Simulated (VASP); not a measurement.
**AlHg: relaxation of cell and atoms with BLYP+D4**

AlHg:

```
Al Hg
1.0
     0.00000    3.06853    3.06853
     3.06853    0.00000    3.06853
     3.06853    3.06853    0.00000
Al Hg
1 1
Direct
  0.00000 0.00000 0.00000
  0.75000 0.75000 0.75000
```

The cell was built by a generator and needn't be a form met in nature.

```yaml
Program: VASP 6.6.1
Task: relaxation of cell and atoms
Functional: BLYP
Dispersion: D4
Potentials_or_basis: VASP PAW PBE potentials, release 64 (Al, Hg)
Cutoff: 600 eV
k_mesh: 8 × 8 × 8
Occupations: fermi-dirac, width 0.05 eV
Spin: no spin polarisation
Further_INCAR_settings: ALGO = Fast; EDIFF = 1e-07; IBRION = 2; EDIFFG = -0.01; NSW = 60; ISIF = 3
```

| Quantity | Value |
| --- | --- |
| Relaxed volume | 28.37 Å³/atom |
| Relaxed cell | a = 4.313 Å, b = 4.313 Å, c = 4.313 Å, α = 60.00°, β = 60.00°, γ = 60.00° |
| Space group after relaxing (to 0.05 Å) | F-43m (No. 216) |
| Energy gained by relaxing | 1.0 meV/atom |
| Ionic steps | 3 |
| Pressure after relaxing | 0.0 GPa |
| Band gap on the k mesh | none (metal or under the smearing width) |
| Dispersion energy per atom | -0.527 eV |

Step by step:
| step | energy change (eV) | largest force (eV/Å) | pressure (GPa) | volume (Å³) |
| --- | --- | --- | --- | --- |
| 1 | 0.0000 | 0.0000 | -0.62 | 57.79 |
| 2 | -0.0020 | 0.0000 | -0.08 | 56.86 |
| 3 | -0.0021 | 0.0000 | -0.02 | 56.74 |

Final structure:
```xyz
2
Lattice="0.0000 3.0499 3.0499 3.0499 0.0000 3.0499 3.0499 3.0499 0.0000" Properties=species:S:1:pos:R:3 pbc="T T T"
Al    0.0000    0.0000    0.0000
Hg    4.5749    4.5749    4.5749
```

Levels at points of the mesh, in eV from the Fermi level:
| k point | band 3 | band 4 | band 5 | band 6 | band 7 | band 8 | band 9 | band 10 | band 11 |
| --- | --- | --- | --- | --- | --- | --- | --- | --- | --- |
| (0.00, 0.00, 0.00) | -7.83 | -7.83 | -7.47 | -7.47 | 3.83 | 3.83 | 3.83 | 4.59 | 4.99 |
| (0.50, 0.00, 0.00) | -7.74 | -7.42 | -7.42 | -5.90 | -3.77 | 2.03 | 2.03 | 3.85 | 6.10 |
| (0.50, 0.50, 0.00) | -7.54 | -7.54 | -7.36 | -4.92 | -3.89 | 0.10 | 0.10 | 3.34 | 3.91 |

Wall time 50 s on 1 thread of Intel(R) Xeon(R) 6975P-C (Granite Rapids), on a shared host, peak memory 0.22 GiB.

Caveat: the PAW data sets were made with another functional, which shifts forces and pressure a little; pairwise dispersion overbinds metals, which lowers pressure and volume. Spin-orbit coupling is left out, which matters for the levels of Hg.
